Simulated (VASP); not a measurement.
```
CELL_PARAMETERS angstrom
      5.35405     3.09116     1.53194
     -5.35405     3.09116     1.53194
      0.00000    -6.18233     1.53194
ATOMIC_POSITIONS crystal
  Se 0.83307 0.69868 0.09204
  Se 0.16693 0.30132 0.90796
  Se 0.09204 0.83307 0.69868
  Se 0.90796 0.16693 0.30132
  Se 0.69868 0.09204 0.83307
  Se 0.30132 0.90796 0.16693
```

These are PBEsol GGA with spin-orbit coupling, VASP's PBE PAW potentials (set 64) (plane waves; VASP) values and carry that method's errors. Settings: 400 eV cut-off, 5×5×5 Γ-centred mesh, Gaussian smearing of 0.050 eV, potentials Se.

Problem. Give the energies of bands 29 to 42 at the high-symmetry points, in eV from the valence-band maximum.

Solution. 
```
band      Γ      L      T     P0      F
----  -----  -----  -----  -----  -----
29    -1.05  -1.32  -1.73  -1.29  -1.54
30    -1.05  -1.32  -1.73  -1.29  -1.54
31    -0.99  -0.91  -1.16  -0.94  -1.48
32    -0.99  -0.91  -1.16  -0.94  -1.48
33    -0.52  -0.32  -1.12  -0.71  -1.15
34    -0.52  -0.32  -1.12  -0.71  -1.15
35    -0.51   0.00  -0.64  -0.68  -0.07
36    -0.51   0.00  -0.64  -0.68  -0.07
37     2.06   1.46   1.42   1.45   1.15
38     2.06   1.46   1.42   1.45   1.15
39     2.10   1.65   1.47   2.17   1.48
40     2.10   1.65   1.47   2.17   1.48
41     2.33   2.56   1.61   2.18   1.90
42     2.34   2.57   1.61   2.18   1.90
```

The gap is indirect, 0.96 eV, from the valence maximum at P2-Γ at 0.56 to the conduction minimum at (-0.20, 0.20, 0.20).

The structure comes from a computed database's Se entry (R-3); how it stands against other phases isn't given here. It was relaxed first, which changed the volume by -15 %.
